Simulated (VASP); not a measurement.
# LiPd (space group P-6m2): computed properties

These are PBEsol GGA, VASP's PBE PAW potentials (set 64) (plane waves; VASP 6.6.1) values and carry that method's errors.

space group: P-6m2 (187)
cell: a = 2.739 Å, b = 2.739 Å, c = 4.152 Å, α = 90.00°, β = 90.00°, γ = 120.00°
volume per atom: 13.49 Å³/atom
band gap (over mesh and band path): none (metal, semimetal or under 0.01 eV)
band gap with spin-orbit coupling: none (metallic)
density: 6.98 g/cm³

```cif
data_LiPd
_chemical_formula_sum 'Li1 Pd1'
_space_group_name_H-M_alt 'P-6m2'
_space_group_IT_number 187
_space_group_name_Hall 'P -6 2'
_cell_length_a 2.73933
_cell_length_b 2.73933
_cell_length_c 4.15193
_cell_angle_alpha 90.000
_cell_angle_beta 90.000
_cell_angle_gamma 120.000
loop_
_atom_site_label
_atom_site_type_symbol
_atom_site_symmetry_multiplicity
_atom_site_Wyckoff_symbol
_atom_site_fract_x
_atom_site_fract_y
_atom_site_fract_z
_atom_site_occupancy
Li1 Li 1 a 0.00000 0.00000 0.00000 1
Pd1 Pd 1 d 0.33333 0.66667 0.50000 1
```

The structure comes from a computed database's LiPd entry (P-6m2); how it stands against other phases isn't given here. It was relaxed first. Symmetry was kept, so distortions that lower it aren't found. The electron count is odd and the run is not spin-polarised, which forces a metal.
